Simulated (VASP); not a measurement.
Energy against volume of CoSi2 (fluorite). Calculation: TPSS meta-GGA, VASP's PBE PAW potentials (set 64) (plane waves; VASP). Numerical set-up: 520 eV cut-off, 10×10×10 Γ-centred mesh, first-order Methfessel-Paxton smearing of 0.10 eV, potentials Co Si.

```json
[
 {"V (Å³/atom)": "12.165", "E (eV/atom)": "-11.94985"},
 {"V (Å³/atom)": "12.541", "E (eV/atom)": "-11.95699"},
 {"V (Å³/atom)": "12.918", "E (eV/atom)": "-11.95049"},
 {"V (Å³/atom)": "13.294", "E (eV/atom)": "-11.93249"}
]
```

Fit these four points and predict the energy of the run at 11.789 Å³/atom.

A cubic in V^(−2/3), the third-order Birch-Murnaghan form, passes through the four points with V0 = 12.54 Å³/atom and B0 = 193 GPa, and gives -11.9266 eV/atom there. The run gave -11.9266 eV/atom, -0.0 meV/atom from the fit; all five points give B0 = 193 GPa.

The compound is CoSi2 in the fluorite structure. It was relaxed first. The run is not spin-polarised, so no magnetic state was tried.
